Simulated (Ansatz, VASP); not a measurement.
# ZrB2 in two plane-wave programs, part 2 of 2

One calculation is typed for both programs; each brings its own data sets. How far apart do they land? The cell is taken from a series of runs on this material, whose earlier steps may have relaxed, scaled, displaced or heated it; both programs get it as it stands.

VASP 6.6.1 and Ansatz 0.2.0.

So far: The starting structure; VASP: zone-centre phonons, PBEsol.

## 3. Ansatz: zone-centre phonons, PBEsol

Level of this step: Ansatz beside VASP: Kohn-Sham DFT, plane waves, PBEsol (Ansatz).

Ansatz runs on its PAW soft_1 files.

The same cell, functional, mesh and smearing now go to Ansatz, which takes its cutoff from its data sets.

Input file input.yaml:

```yaml
crystal:
  lattice:
    - [3.1679573991, 0.0, 0.0]
    - [-1.5839786995, 2.7435315857, 0.0]
    - [0.0, 0.0, 3.4372869842]
  atoms:
    - { symbol: B, position: [0.3333333333, 0.6666666667, 0.5] }
    - { symbol: B, position: [0.6666666667, 0.3333333333, 0.5] }
    - { symbol: Zr, position: [0.0, 0.0, 0.0] }
kpoints:
  mp_grid: { grid: [15, 15, 12] }
hamiltonian:
  xc: pbesol
  pseudopotentials: { kind: paw, azcp: { folder: soft_1 }, xc_functional: pbe }
scf:
  occupations: { method: methfessel_paxton, width: 0.2 }
output:
  eigenvalues: true
phonons:
  method: dfpt
```

Started as:

```
> ansatz run input.yaml --threads 4 --pin off --max-ram 10240MiB --backend cpu --events-out ev --progress --plain --runs-dir out
```

Numbers of over 12 decimals in the logs are rounded to 6 here.

What it wrote:

```text
zone centre: on kpoints.mp_grid the ground state, and the responses unless they are solved on pairs of k-points, stand on 448 of the mesh's 2700 k-points, reduced under 4 symmetry operations, with k and −k counted as one. Each operation leaves every solved displacement unchanged or reverses it
Engine: ansatz 0.2.0, x86_64-unknown-linux-gnu
Pseudopotentials: kind: paw
Pseudopotential: B, paw, valence charge 3, recommended cutoff 420 eV (normal), soft_1/B.paw.azcp
Pseudopotential: Zr, paw, valence charge 12, recommended cutoff 420 eV (normal), soft_1/Zr.paw.azcp
Functional definition: PBEsol
  exchange = pbesol_x
  correlation = pbesol_c
Crystal: 3 atoms, lattice volume = 29.875 Å³
Basis set: ecut = 420 eV, 575 PW (Γ), exchange–correlation on 48×48×48 points (8 copies of the dense FFT grid, shifted against one another)
Bands: 13, of which v1, the nominal top of the filled ones, is band 9 counted from 1 (8 counted from 0)
Symmetry: 24 space group operations
k-points: 448 of 2700 (irreducible under 4 space group operations, time reversal used)
Non-local potential: B, projectors of the file, l = 0: 2, l = 1: 2, l = 2: 1
Non-local potential: Zr, projectors of the file, l = 0: 3, l = 1: 2, l = 2: 2, l = 3: 1
PAW form: soft (Blöchl's): semilocal exchange-correlation on the pseudo side does not see the compensation charge
PAW frozen core: B, regenerated for the run's functional, and the local potential with it (the file was generated under x = pbe(κ = 0.804, μ = 0.219515), c = pbe(β = 0.066725))
PAW frozen core: Zr, regenerated for the run's functional, and the local potential with it (the file was generated under x = pbe(κ = 0.804, μ = 0.219515), c = pbe(β = 0.066725))
PAW one-centre angular grid: B, 110 points (default); XC on 64 Gauss nodes
PAW one-centre angular grid: Zr, 590 points (default); XC on 64 Gauss nodes
Initial density: superposition of atomic densities (chi_scale 0.1, normalization cell, long waves kept (reshape's long-wave potential 0.00 eV rms))
Initial wavefunctions: pseudopotential atomic-orbital guess
Functional: x = pbesol(κ = 0.804, μ = 0.123457), c = pbesol(β = 0.046)
SCF iter   1: F=—  HF=-4437.704456 eV  |F-HF|=—  |Δ(HF+E_count)|=         —  Δρ=5.43e-2  dr2=1.60e0  ethr=3.10e-3  ⟨swp⟩=4.9  Hψ=28094  notcnv=0
preconditioner: auto → none  [metal: Δε(μ)=0.038 eV  Ē_g=17.112 eV  σ=0.200 eV  W_gap=0.16  n_scr=8 (ndim 8)  ℏωp=27.2 eV  f_vac=0.000  D(μ)=0.25/eV (n_scr^D=0)  sad-step TF]
SCF iter   2: F=—  HF=-4437.334014 eV  |F-HF|=—  |Δ(HF+E_count)|=   3.70e-1  S|Δr|=    0.00e0  Δρ=2.73e-2  dr2=3.68e-1  ethr=3.10e-3  ⟨swp⟩=2.1  Hψ=11283  notcnv=0
SCF iter   3: F=—  HF=-4437.226725 eV  |F-HF|=—  |Δ(HF+E_count)|=   1.07e-1  S|Δr|=    0.00e0  Δρ=2.14e-3  dr2=7.95e-4  ethr=2.04e-3  ⟨swp⟩=2.0  Hψ=9766  notcnv=0
SCF iter   4: F=—  HF=-4437.227200 eV  |F-HF|=—  |Δ(HF+E_count)|=   4.75e-4  S|Δr|=    0.00e0  Δρ=5.39e-4  dr2=1.20e-4  ethr=4.42e-6  ⟨swp⟩=2.3  Hψ=13087  notcnv=0
SCF iter   5: F=—  HF=-4437.227180 eV  |F-HF|=—  |Δ(HF+E_count)|=   2.01e-5  S|Δr|=    0.00e0  Δρ=6.73e-5  dr2=2.15e-6  ethr=6.64e-7  ⟨swp⟩=2.2  Hψ=8826  notcnv=0
SCF iter   6: F=—  HF=-4437.227180 eV  |F-HF|=—  |Δ(HF+E_count)|=   5.01e-7  S|Δr|=    0.00e0  Δρ=9.31e-6  dr2=1.43e-8  ethr=1.19e-8  ⟨swp⟩=2.0  Hψ=9077  notcnv=0
SCF iter   7: F=—  HF=-4437.227180 eV  |F-HF|=—  |Δ(HF+E_count)|=   4.55e-9  S|Δr|=    0.00e0  Δρ=2.36e-6  dr2=6.71e-10  ethr=7.92e-11  ⟨swp⟩=2.0  Hψ=9846  notcnv=0
SCF iter   8: F=-4437.227180 eV  HF=-4437.227180 eV  |F-HF|=9.09e-13  |Δ(HF+E_count)|=  3.73e-11  S|Δr|=    0.00e0  Δρ=2.43e-7  dr2=4.91e-12  ethr=1.00e-12  ⟨swp⟩=4.5  Hψ=27391  notcnv=0
SCF 1 converged in 8 iterations: F = -4437.227180 eV  dr2 = 4.91e-12
  greatest PAW one-centre occupation: 0.996 electrons in one spin orbital (limit 2), on the Zr atom at site 2 (counted from 0), in its partial waves of l = 0
DFPT response loops at Γ: preconditioner auto → Kerker (q_TF=auto, 2.507 Å⁻¹) (partly filled bands, converged f_vac=0.000); β = 1.00, the filter's whole step (`scf.mixing.beta` (0.50) is not read by the response loops under this deck's `scf.mixing.preconditioner`; to damp them name `kerker` or `kerker_dos`, under which they read `scf.mixing.beta`, and type it under 1.00, their step now; both keys bind the ground state too); Broyden in place of MSR1
SCF converged after 8 iterations
Stability not checked: this state was not tested for a lower state beside it, because cold or Methfessel-Paxton smearing, or corrected tetrahedra, fill the levels in a way that the test cannot read (fill_not_monotonic; see scf.lower_state_search)
Free energy (F): -4437.227180 eV
Harris-Foulkes:  -4437.227180 eV  (|F-HF|=9.09e-13)
Internal energy: -4437.227528 eV  (E = F + TS)
E sigma→0 (E₀):  -4437.227267 eV
Entropy (-TS):   0.000349 eV (0.116 meV/atom)
Fermi energy:    16.143048 eV
--- Per-component energies (eV) ---
  E_band       = -17.924735
  E_kinetic    = 420.413671
  E_local      = -514.456774  (includes V_loc(G=0)·N_el)
  E_nonlocal   = 91.156601
  E_hartree    = 174.915119
  E_xc         = -222.345982
  E_vxc        = -264.014097  (∫ρ·V_xc dr)
  E_paw        = -3060.072370  (= ΣΔE_a)
  E_vpaw       = -100.854354  (= ΣTr[D̂ρ^β])
  E_aug_tail   = -0.000009  (compensation charges beyond the density's cutoff)
  E_ewald      = -1327.032927
  E_core_change = 0.195143  (= ΣΔE_core)
  E_smearing   = 0.000349  (= −TS)
  E_closure    = 0.000000  (closes the sum)
  Σ components = -4437.227180   (vs F -4437.227180, Δ=0.00e0)
--- Band table (eV; the first three rows and the last of 448) ---
  k-point 0: bands = [... 5 lower, 13.2655, 13.2655, 13.5195, 14.0498, 19.6478, 19.6478, 20.6996, 20.6996]
  k-point 1: bands = [... 5 lower, 12.8505, 13.3359, 13.3359, 14.6887, 18.9868, 18.9868, 20.4536, 20.4536]
  k-point 2: bands = [... 5 lower, 11.9342, 13.5446, 13.5446, 15.5437, 18.0512, 18.0512, 19.8097, 19.8097]
  k-point 447: bands = [... 5 lower, 9.0650, 11.5051, 12.4896, 13.4766, 19.9656, 20.8744, 21.2213, 22.5216]
--- Phonons (Γ-DFPT): 4 representative perturbations + reference, on 448 of 2700 k-points (Σ response iterations 12) ---
  k mesh reduced under 4 symmetry operations, with k and −k counted as one. Each operation leaves every solved displacement unchanged or reverses it
  ASR residual: 2.209e-4 → 0.000e0 eV/Å²; symmetrization residual: 4.247e-7 eV/Å²
  ASR residual per site (eV/Å²): 2.47e-5 2.47e-5 2.21e-4
  Γ frequencies (cm⁻¹): 0.00 0.00 0.00 475.88 475.88 501.65 576.77 767.70 767.70
  non-analytic LO–TO correction: not included (Born effective charges unavailable; polar crystals: no LO–TO splitting at Γ)
```

Reading the cycles: dr2 is the Hartree energy of the density residual (eV), the measure of convergence; HF is the Harris–Foulkes estimate of the energy, which meets the free energy F at convergence.

## 4. Comparison

Known differences besides the potentials themselves: the cutoff is 420 eV in Ansatz and 500 eV in VASP; Ansatz makes its cores anew for this functional, VASP keeps those of its PBE data sets. Total energies have different zeros and are not compared.

Compared:

```tsv
quantity	Ansatz	VASP	difference
optical mode 1 to 2 (cm⁻¹)	475.9	476.6	-0.15 %
optical mode 3 (cm⁻¹)	501.6	503.3	-0.32 %
optical mode 4 (cm⁻¹)	576.8	577.3	-0.10 %
optical mode 5 to 6 (cm⁻¹)	767.7	770.3	-0.34 %
```

Modes are paired by rising frequency, not by their patterns, so a pair may set unlike modes beside each other; they are those without the splitting of longitudinal modes.

## 5. Summary of results

```json
{"r.m.s. difference of the optical zone-centre modes, each program's sorted by frequency (zone-centre phonons, PBEsol)": "1.7 cm⁻¹"}
```

What this shows: The r.m.s. difference of the optical zone-centre modes, each program's sorted by frequency is 1.7 cm⁻¹ (zone-centre phonons, PBEsol). How closely two codes agree says nothing of how well the functional describes the real material.

[Lines on the potential files, build, host, timing and source positions are cut from VASP's logs without a mark.]

[Logs are printed without paths, hosts, clocks, repeated set-up lines and the standing remarks that a program may print on its own settings, such as how far it seeks lower states.]

[Hosts, paths, dates, database ids (printed as entryN), source tags and the programs' standing remarks are cut or masked in the printed files.]
